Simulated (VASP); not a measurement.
Consider the following.

```
MoS2
1.0
    1.56185    -2.70521     0.00000
    1.56185     2.70521     0.00000
    0.00000     0.00000    12.06904
Mo S
2 4
Cartesian
  1.56185   0.90174   3.01726
  1.56185  -0.90174   9.05178
  1.56185   0.90174  10.60578
  1.56185  -0.90174   4.57126
  1.56185  -0.90174   1.46326
  1.56185   0.90174   7.49777
```

Computed with LDA (Ceperley-Alder, Perdew-Zunger), VASP's LDA PAW potentials (set 64) (plane waves; VASP). Settings: 520 eV cut-off, Gaussian smearing of 0.050 eV, potentials Mo_sv S.

Problem. Estimate the band gap (along the path) with the smallest direct gap where there is one.

Solution. 
```yaml
band gap (along the path): 0.72 eV
smallest direct gap (along the path): 1.76 eV
```

Only differences to runs with the same potentials and settings are physical.

The compound is MoS2 in the 2H layered structure. It was relaxed first.
